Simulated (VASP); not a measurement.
A run of VASP 6.6.1 is set up as follows.

Contents of INCAR:

```
  ALGO = Fast
  EDIFF = 1E-7
  ENCUT = 520
  GGA = CA
  ISIF = 2
  ISMEAR = 0
  LASPH = T
  LCHARG = T
  LELF = T
  LREAL = Auto
  LVHAR = T
  LWAVE = F
  NBANDS = 50
  NELM = 100
  PREC = Accurate
  SIGMA = 0.15
```

File KPOINTS:

```
k-points
0
Gamma
  4 4 1
```

Contents of POSCAR:

```
Be27Cl
1.0
    6.8700000000      0.0000000000      0.0000000000
    3.4350000000      5.9495950000      0.0000000000
    0.0000000000      0.0000000000     14.5884300000
Be Cl
27 1
Direct
    0.0000000000      0.0000000000      0.0685474722
    0.3333333333      0.0000000000      0.0685474722
    0.6666666667      0.0000000000      0.0685474722
    0.0000000280      0.3333332773      0.0685474722
    0.3333333613      0.3333332773      0.0685474722
    0.6666666947      0.3333332773      0.0685474722
   -0.0000000280      0.6666667227      0.0685474722
    0.3333333053      0.6666667227      0.0685474722
    0.6666666387      0.6666667227      0.0685474722
   -0.1119379882      0.2220576359      0.1909829913
    0.2219237589      0.2211152188      0.1878781336
    0.5631286154      0.2185503383      0.1888846161
   -0.1098358138      0.5566713365      0.1907077732
    0.2224655435      0.5617347063      0.1927469234
    0.5544173936      0.5552653584      0.1857415089
   -0.1115220162      0.8882562595      0.1881878310
    0.2250485207      0.8826520124      0.1928091645
    0.5611208670      0.8869576837      0.1887668515
    0.0081742804      0.0107609005      0.3131462399
    0.3372243340      0.0018683625      0.3089724528
    0.6518281441      0.0075806841      0.3101693602
    0.0028441441      0.3322281601      0.3099166257
    0.3369119239      0.3281144347      0.3087980681
    0.6622983287      0.3417256133      0.3077902146
    0.0079252837      0.6478067835      0.3133995228
    0.3489547355      0.6588142554      0.3083123407
    0.6626475707      0.6627456155      0.3074756502
    0.9699023945      0.8495087481      0.4232959955
```

Potentials or basis: VASP PAW LDA potentials, release 64 (Be, Cl).

Command:

```console
$ cat potpaw_LDA.64/Be/POTCAR potpaw_LDA.64/Cl/POTCAR > POTCAR
$ mpirun -np 1 vasp_std > vasp.out
```

Task: Estimate the largest force.

Result: 0.460 eV/Å.

Task: Estimate the band gap on the k mesh.

Result: None (metal or under the smearing width).

Forces in eV/Å, atoms in the order of the input:
```
Be   0.203  0.159  0.063
Be  -0.132 -0.156 -0.071
Be  -0.056  0.033  0.118
Be  -0.037  0.015 -0.150
Be   0.067  0.191 -0.043
Be   0.036 -0.254 -0.063
Be  -0.035 -0.242  0.054
Be  -0.180  0.105  0.104
Be   0.232  0.097 -0.044
Be   0.007  0.012 -0.002
Be  -0.009  0.004  0.006
Be   0.016 -0.020  0.027
Be   0.006 -0.011  0.012
Be   0.015 -0.001  0.000
Be   0.002 -0.010 -0.026
Be   0.004 -0.003 -0.036
Be   0.011 -0.015 -0.004
Be   0.027  0.000  0.029
Be   0.054 -0.009 -0.015
Be   0.006 -0.016  0.034
Be   0.033 -0.019  0.075
Be   0.012 -0.011  0.004
Be   0.017  0.000  0.028
Be   0.022  0.017  0.000
Be   0.042 -0.020  0.015
Be   0.054 -0.027 -0.077
Be  -0.008 -0.028 -0.004
Cl  -0.409  0.209 -0.035
```

Caveat: an odd number of electrons without spin polarisation forces a metal; a magnetic or distorted state may lie lower.
